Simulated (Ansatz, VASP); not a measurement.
# SrAl2H2 in VASP and in Ansatz

INCAR

```
PREC = Accurate
ENCUT = 520
EDIFF = 1E-6
ISMEAR = 0
SIGMA = 0.1
LREAL = False
LASPH = True
NELM = 100
ALGO = Normal
ISIF = 2
LWAVE = False
LCHARG = True
LELF = True
LVHAR = True
NBANDS = 17
```

Contents of KPOINTS:

```
Automatic mesh
0
Gamma
  6 6 4
```

Contents of POSCAR:

```
SrAl2H2
1.0
    4.5252979390      0.0000000000      0.0000000000
   -2.2626489695      3.9190229748      0.0000000000
    0.0000000000      0.0000000000      4.7214000000
Sr Al H
1 2 2
Direct
    0.0000000000      0.0000000000      0.0000000000
    0.3333333333      0.6666666667      0.4589000000
    0.6666666667      0.3333333333      0.5411000000
    0.3333333333      0.6666666667      0.0976000000
    0.6666666667      0.3333333333      0.9024000000
```

Input for Ansatz:

```yaml
crystal:
  lattice:
    - [4.525297939, 0.0, 0.0]
    - [-2.2626489695, 3.9190229748, 0.0]
    - [0.0, 0.0, 4.7214]
  atoms:
    - { symbol: Sr, position: [0.0, 0.0, 0.0] }
    - { symbol: Al, position: [0.3333333333, 0.6666666667, 0.4589] }
    - { symbol: Al, position: [0.6666666667, 0.3333333333, 0.5411] }
    - { symbol: H, position: [0.3333333333, 0.6666666667, 0.0976] }
    - { symbol: H, position: [0.6666666667, 0.3333333333, 0.9024] }
basis:
  ecutwfc: 420
kpoints:
  mp_grid: { grid: [6, 6, 4] }
hamiltonian:
  xc: lda
scf:
  occupations: { method: gaussian, width: 0.1 }
output:
  forces: true
  stress: true
  eigenvalues: true
```

Alike in both runs: task single point; functional LDA; k mesh 6 × 6 × 4; occupations gaussian, width 0.1 eV; no spin polarisation.

|  | VASP | Ansatz |
| --- | --- | --- |
| version | VASP 6.6.1 | Ansatz 0.2.0 |
| potentials or method | VASP PAW LDA potentials, release 64 (Sr_sv, Al, H) | scalar-relativistic, plane waves, PAW |
| plane-wave cutoff (eV) | 520 | 420 |
| valence electrons in the cell | 18 | 18 |

|  | VASP | Ansatz | Ansatz less VASP |
| --- | --- | --- | --- |
| gap on the k mesh at the Fermi level (eV) | none | none | - |
| pressure (GPa) | -2.9 | -3.0 | -0.08 |
| largest component of the traceless stress (GPa) | 0.54 | 0.52 | -0.019 |
| rms of the force components (eV/Å) | 0.072 | 0.069 | -0.0030 |

Atom by atom the forces differ by 0.003 eV/Å (rms over components). A gap of «none» marks a metal or a gap that the smearing closes.
